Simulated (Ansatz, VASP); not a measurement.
**Two plane-wave programs on Rb3Ba**

Contents of INCAR:

```
SYSTEM = Rb3Ba
PREC = Accurate
ENCUT = 520
EDIFF = 1E-7
ISMEAR = -1
SIGMA = 0.05
LREAL = .False.
LASPH = .True.
NELM = 80
ALGO = Normal
ISIF = 2
LWAVE = .False.
LCHARG = .False.
GGA = PE
NBANDS = 26
```

File KPOINTS:

```
regular mesh
0
Gamma
  6 6 6
  0 0 0
```

POSCAR

```
Rb3Ba
1.0
   -3.4375828267      3.4375828267      7.5159209393
    3.4375828267     -3.4375828267      7.5159209393
    3.4375828267      3.4375828267     -7.5159209393
Ba Rb
1 3
Direct
    0.0000000000      0.0000000000      0.0000000000
    0.5000000000      0.5000000000      0.0000000000
    0.2500000000      0.7500000000      0.5000000000
    0.7500000000      0.2500000000      0.5000000000
```

Contents of input.yaml:

```yaml
crystal:
  lattice:
    - [-3.4375828267, 3.4375828267, 7.5159209393]
    - [3.4375828267, -3.4375828267, 7.5159209393]
    - [3.4375828267, 3.4375828267, -7.5159209393]
  atoms:
    - { symbol: Ba, position: [0.0, 0.0, 0.0] }
    - { symbol: Rb, position: [0.5, 0.5, 0.0] }
    - { symbol: Rb, position: [0.25, 0.75, 0.5] }
    - { symbol: Rb, position: [0.75, 0.25, 0.5] }
hamiltonian:
  xc: pbe
  pseudopotentials: { kind: paw }
kpoints:
  mp_grid: { grid: [6, 6, 6] }
scf:
  occupations: { method: fermi_dirac, width: 0.05 }
output:
  forces: true
  stress: true
  eigenvalues: true
```

Change from the starting cell: volume scaled by 1.06.

Alike in both runs: task single point; functional PBE; k mesh 6 × 6 × 6; occupations fermi-dirac, width 0.05 eV; no spin polarisation.

|  | VASP | Ansatz |
| --- | --- | --- |
| version | VASP 6.6.1 | Ansatz 0.2.0 |
| potentials or method | VASP PAW PBE potentials, release 64 (Ba_sv, Rb_sv) | Ansatz PAW |
| plane-wave cutoff (eV) | 520 | 420 |
| valence electrons in the cell | 37 | 37 |

```tsv
	VASP	Ansatz	Ansatz less VASP
gap on the k mesh at the Fermi level (eV)	none	none	-
pressure (GPa)	-0.2	-0.2	0.00
```

A gap of «none» marks a metal or a gap that the smearing closes.

The runs have no spin-orbit coupling, so splittings on Ba are missing.
